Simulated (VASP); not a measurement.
Crystal: SnSe2.

```
Sn Se
1.0
     3.81100    0.00000    0.00000
    -1.90550    3.30042    0.00000
     0.00000    0.00000    6.13600
Sn Se
1 2
Direct
  0.00000 0.00000 0.00000
  0.33333 0.66667 0.24900
  0.66667 0.33333 0.75100
```

- Program: VASP 6.6.1
- Task: relaxation of cell and atoms
- Functional: rev-vdW-DF2
- Potentials or basis: VASP PAW PBE potentials, release 64 (Sn_d, Se)
- Cutoff: 600 eV
- k mesh: 9 × 9 × 5
- Occupations: gaussian, width 0.03 eV
- Spin: no spin polarisation

At the start: pressure 4.5 GPa; volume 25.73 Å³/atom.

Task: Where does the relaxation end?

Result: Over 14 steps the energy falls by 29.7 meV/atom and the volume is 26.28 Å³/atom (+2.2 %); space group P-3m1 (No. 164, to 0.05 Å).

The path:
```
step  energy change (eV)  largest force (eV/Å)  pressure (GPa)  volume (Å³)
   1              0.0000                0.8989            4.49        77.18
   2             -0.0305                0.3940           -3.26        85.51
   3             -0.0807                0.1226           -0.34        81.64
   4             -0.0807                0.1357           -0.19        81.55
   5             -0.0828                0.0997           -0.13        81.20
   6             -0.0838                0.0585           -0.03        80.80
   7             -0.0839                0.0464            0.01        80.68
   8             -0.0849                0.0314           -0.06        80.55
   9             -0.0870                0.0116           -0.26        80.18
  10             -0.0877                0.0933           -0.57        79.43
  11             -0.0880                0.0606           -0.44        79.72
  12             -0.0885                0.0452           -0.34        79.47
  13             -0.0891                0.0024            0.06        78.72
  14             -0.0891                0.0051            0.00        78.84
```

Final structure:
```
Sn Se
1.0
     3.86583    0.00000    0.00000
    -1.93291    3.34790    0.00000
     0.00000    0.00000    6.09150
Sn Se
1 2
Direct
  0.00000 0.00000 0.00000
  0.33333 0.66667 0.26279
  0.66667 0.33333 0.73721
```

Caveat: the PAW data sets were made with another functional, which shifts forces and pressure a little.
